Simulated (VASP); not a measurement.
Consider the following.

```
AsB
1.0
    3.23597     0.00000     0.00000
   -1.61798     2.80243     0.00000
    0.00000     0.00000     5.36383
B As
2 2
Direct
  0.33333   0.66667   0.00088
  0.66667   0.33333   0.50088
  0.33333   0.66667   0.37412
  0.66667   0.33333   0.87412
```

Method: PBEsol GGA, VASP's PBE PAW potentials (set 64) (plane waves; VASP). Settings: 620 eV cut-off, 8×8×4 Γ-centred mesh, Gaussian smearing of 0.050 eV, potentials B As.

### Question
Estimate the energy per atom (σ→0), pressure.

### Answer

| Property | Result |
|---|---|
| energy per atom (σ→0) | -6.012 eV/atom |
| pressure | 20.04 GPa |

The structure was generated: BAs was put into the wurtzite type (P6_3mc), which need not be its known phase. It was relaxed first under an external pressure of 20 GPa.
